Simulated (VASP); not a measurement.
A VASP calculation is set up with these files.

File KPOINTS:
```
K-points
0
gamma
 11 11 11
0 0 0
```

### INCAR
```
ISIF = 2   ! forces and stress, cell fixed
LORBIT = 11   ! lm-projected
ALGO = Normal
ISPIN = 2   ! spin-polarised
NELM = 100   ! most electronic steps
LASPH = .TRUE.
MAGMOM = 0.0 1.0
ENCUT = 300   ! plane-wave cut-off (eV)
PREC = Accurate
GGA = PE   ! PBE
SYSTEM = FeAl
LCHARG = .FALSE.
EDIFF = 1E-6
SIGMA = 0.1   ! width (eV)
ISMEAR = 0   ! Gaussian
LWAVE = .FALSE.
LMAXMIX = 4   ! l cut-off of mixed one-centre charges
LREAL = .FALSE.   ! projection in real space or not
```

### POSCAR
```
FeAl
1
    2.9105820000     0.0000000000     0.0000000000
    0.0000000000     2.9105820000     0.0000000000
    0.0000000000     0.0000000000     2.9105820000
Al Fe
1 1
Direct
  0.5000000000   0.5000000000   0.5000000000
  0.0000000000   0.0000000000   0.0000000000
```

POTCAR, in this order: Al Fe (PBE.64 set). Program: vasp_std.

Task: Write an equivalent input for Ansatz.

Result: One equivalent input (not run):
Ansatz 0.2 input:
```yaml
crystal:
  lattice:
    - [2.9105820, 0.0000000, 0.0000000]
    - [0.0000000, 2.9105820, 0.0000000]
    - [0.0000000, 0.0000000, 2.9105820]
  atoms:
    - { symbol: Al, position: [0.5000000, 0.5000000, 0.5000000] }
    - { symbol: Fe, position: [0.0000000, 0.0000000, 0.0000000], spin: 1 }
kpoints:
  mp_grid: { grid: [11, 11, 11] }
hamiltonian:
  xc: pbe
  pseudopotentials: { kind: paw }
magnetization: { spin_polarized: true }
scf:
  occupations: { method: gaussian, width: 0.1 }
  max_iter: 100
output: { forces: true, stress: true, eigenvalues: true }
```
Limits of the translation: each code has its own PAW files, so the cut-off isn't converted (ENCUT is set for VASP's; basis.ecutwfc is left out, and Ansatz then takes the one that its files recommend); Ansatz stops its SCF on the density residual and VASP on the energy change (EDIFF).

The structure is a typed FeAl crystal. The cell was not relaxed at this level. The run is one of a series of settings (ISPIN = 2, MAGMOM = 0.0 1.0 against the base run), some of them coarse on purpose.
